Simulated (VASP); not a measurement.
All values below come from r2SCAN meta-GGA, VASP's PBE PAW potentials (set 64) (plane waves; VASP 6.6.1).

VASP ran on this input.

**INCAR**
```
ALGO  =  Normal
EDIFF  =  1E-6
EDIFFG  =  -0.02
ENCUT  =  500
IBRION  =  2
ISIF  =  3
ISMEAR  =  0
LASPH  =  .TRUE.
LCHARG  =  .FALSE.
LMAXMIX  =  4
LMIXTAU  =  .TRUE.
LREAL  =  .FALSE.
LWAVE  =  .FALSE.
METAGGA  =  R2SCAN
NELM  =  100
NSW  =  40
PREC  =  Accurate
PSTRESS  =  200
SIGMA  =  0.05
SYSTEM  =  Se
```

**POSCAR**
```
Se
1
    1.7915121018    -3.1029898982     0.0000000000
    1.7915121018     3.1029898982    -0.0000000000
    0.0000000000     0.0000000000     5.1053056463
Se
3
Direct
  1.0000000000   0.2782766914   0.6666670000
  0.7217233086   0.7217233086   0.0000000000
  0.2782766914   1.0000000000   0.3333330000
```

### KPOINTS
```
K-points
0
gamma
7 7 5
```

POTCAR, in this order: Se (PBE.64 set). Program: vasp_std.

**Question.** What will the output report for the number of irreducible k-points (NKPTS), largest plane-wave count, number of space-group operations, FFT grid (NGX, NGY, NGZ)?

**Answer.** 
The number of irreducible k-points (NKPTS) is 32, the largest plane-wave count is 1465 and the number of space-group operations is 6. The FFT grid (NGX, NGY, NGZ) comes out as 28 × 28 × 40.

The compound is Se in the trig structure. It was relaxed first under an external pressure of 20 GPa.
